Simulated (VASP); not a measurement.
NMgBrH2, 5 atoms in the cell. The cell holds a molecule in a box, 5 atoms: a = 13.000 Å, b = 13.000 Å, c = 12.000 Å, α = 90.00°, β = 90.00°, γ = 90.00°. 

```yaml
Program: VASP 6.6.1
Task: electron localisation function
Functional: PBE
Potentials_or_basis: VASP PAW PBE potentials, release 64 (N, Mg, Br, H)
Cutoff: 520 eV
k_mesh: 1 × 1 × 1
Occupations: gaussian, width 0.01 eV
Spin: no spin polarisation
Further_INCAR_settings: ALGO = Normal; EDIFF = 1e-06
```

Potentials or basis: VASP PAW PBE potentials, release 64 (N, Mg, Br, H).

Command:

```bash
$ cat potpaw_PBE.64/N/POTCAR potpaw_PBE.64/Mg/POTCAR potpaw_PBE.64/Br/POTCAR potpaw_PBE.64/H/POTCAR > POTCAR
$ mpirun -np 1 vasp_gam > vasp.out
```

Hardware: 1 thread of AMD EPYC 9R45 96-Core Processor (Zen 5), on a shared host.

Problem. Estimate the wall time of this run.

Solution. It took 81 s on 1 thread of AMD EPYC 9R45 96-Core Processor (Zen 5), with other jobs on the host, peak memory 1.5 GiB. Counts: scf iterations 24, k points 1.
